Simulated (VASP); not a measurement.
All values below come from PBEsol GGA, VASP's PBE PAW potentials (set 64) (plane waves; VASP).

VASP ran on this input.

### KPOINTS
```
Regular mesh
0
gamma
  12 12 12
0 0 0
```

**INCAR**
```
SYSTEM = Bi
PREC = Accurate; ENCUT = 480; LREAL = .False.
LASPH = .True.
EDIFF = 1E-7; NELM = 100; ALGO = Normal
LMAXMIX = 4
ISMEAR = 1; SIGMA = 0.1
GGA = PS
ISIF = 2
LWAVE = .False.; LCHARG = .False.
```

**POSCAR**
```
Bi
2.5738610
  0.0000000000   1.0000001586   1.0000001586
  1.0000001586   0.0000000000   1.0000001586
  1.0000001586   1.0000001586   0.0000000000
Bi
1
direct
  0.0000000000   0.0000000000   0.0000000000
```

POTCAR, in this order: Bi_d (PBE.64 set). Program: vasp_std.

The run wrote:

**OSZICAR**
```
       N       E                     dE             d eps       ncg     rms          rms(c)
DAV:   1     0.984179646738E+02    0.98418E+02   -0.76652E+03  1584   0.143E+03
DAV:   2     0.108852885726E+01   -0.97329E+02   -0.95590E+02  1620   0.339E+02
DAV:   3    -0.396894447897E+01   -0.50575E+01   -0.49644E+01  1860   0.866E+01
DAV:   4    -0.409398594888E+01   -0.12504E+00   -0.12496E+00  1833   0.150E+01
DAV:   5    -0.409944097400E+01   -0.54550E-02   -0.54548E-02  1984   0.279E+00    0.495E-01
DAV:   6    -0.409155415367E+01    0.78868E-02   -0.14055E-02  1881   0.180E+00    0.298E-01
DAV:   7    -0.408975695345E+01    0.17972E-02   -0.96190E-03  1854   0.142E+00    0.915E-02
DAV:   8    -0.408971813757E+01    0.38816E-04   -0.64521E-04  1867   0.494E-01    0.154E-02
DAV:   9    -0.408971656567E+01    0.15719E-05   -0.12736E-05  1919   0.570E-02    0.100E-02
DAV:  10    -0.408971687500E+01   -0.30933E-06   -0.44255E-06  2246   0.296E-02    0.118E-03
DAV:  11    -0.408971685821E+01    0.16794E-07   -0.11212E-07  1194   0.556E-03
   1 F= -.40897169E+01 E0= -.40899685E+01  d E =0.754934E-03
```

### OUTCAR
```
------------------------ aborting loop because EDIFF is reached ----------------------------------------
  FORCE on cell =-STRESS in cart. coord.  units (eV):
  Direction    XX          YY          ZZ          XY          YZ          ZX
  --------------------------------------------------------------------------------------
  Total       -1.1984769     -1.1984769     -1.1984769      0.0000000      0.0000000      0.0000000
  in kB      -56.3060140    -56.3060140    -56.3060140      0.0000000      0.0000000      0.0000000
  external PRESSURE =     -56.3060140 kB  Pullay stress =       0.0000000 kB
  volume of cell :       34.10
      direct lattice vectors                 reciprocal lattice vectors
     0.000000000  2.573861408  2.573861408    -0.194260654  0.194260654  0.194260654
     2.573861408  0.000000000  2.573861408     0.194260654 -0.194260654  0.194260654
     2.573861408  2.573861408  0.000000000     0.194260654  0.194260654 -0.194260654
 POSITION                                       TOTAL-FORCE (eV/Angst)
 -----------------------------------------------------------------------------------
      0.00000      0.00000      0.00000        -0.000000     -0.000000     -0.000000
 -----------------------------------------------------------------------------------
    total drift:                               -0.000000     -0.000000     -0.000000
  FREE ENERGIE OF THE ION-ELECTRON SYSTEM (eV)
  ---------------------------------------------------
  free  energy   TOTEN  =        -4.0897168582 eV

  energy  without entropy=       -4.0904717923  energy(sigma->0) =       -4.08996850
```
(Selected blocks of OUTCAR.)

**OUTCAR**
```
 val. band max:        6.6854527026   @ k =  -0.2500   0.4167   0.1667

 cond. band min:       6.8118906451   @ k =   0.2500   0.1667   0.0000


 Fermi energy:         6.7976689813

 k-point     1 :       0.0000    0.0000    0.0000
  band No.  band energies     occupation
      1     -16.2307      2.00000
      2     -16.2307      2.00000
      3     -16.2307      2.00000
      4     -16.1803      2.00000
      5     -16.1803      2.00000
      6      -6.2886      2.00000
      7      11.0877      0.00000
      8      11.0877      0.00000
      9      11.0877      0.00000
     10      14.5288      0.00000
     11      15.8442      0.00000

 k-point     2 :       0.0833    0.0000    0.0000
  band No.  band energies     occupation
      1     -16.2299      2.00000
      2     -16.2268      2.00000
      3     -16.2268      2.00000
      4     -16.1801      2.00000
      5     -16.1801      2.00000
      6      -6.1824      2.00000
      7       9.8543      0.00000
      8      10.9667      0.00000
      9      10.9667      0.00000
     10      14.9173      0.00000
     11      15.6957      0.00000

 k-point     3 :       0.1667    0.0000    0.0000
  band No.  band energies     occupation
      1     -16.2278      2.00000
      2     -16.2192      2.00000
      3     -16.2192      2.00000
      4     -16.1767      2.00000
      5     -16.1767      2.00000
      6      -5.8697      2.00000
      7       7.7289     -0.00000
      8      10.6673      0.00000
      9      10.6673      0.00000
     10      14.3172      0.00000
     11      17.1327      0.00000

 k-point     4 :       0.2500    0.0000    0.0000
  band No.  band energies     occupation
      1     -16.2254      2.00000
      2     -16.2169      2.00000
      3     -16.2169      2.00000
      4     -16.1638      2.00000
      5     -16.1638      2.00000
      6      -5.3727      2.00000
      7       5.6319      2.00000
      8      10.3117      0.00000
      9      10.3117      0.00000
...
```

Unless said otherwise, spin-orbit coupling is left out, though it shifts the bands of the heavy elements here.

The structure was generated: Bi was put into the fcc type (Fm-3m), which need not be its known phase. This cell was strained or had an atom moved on purpose.
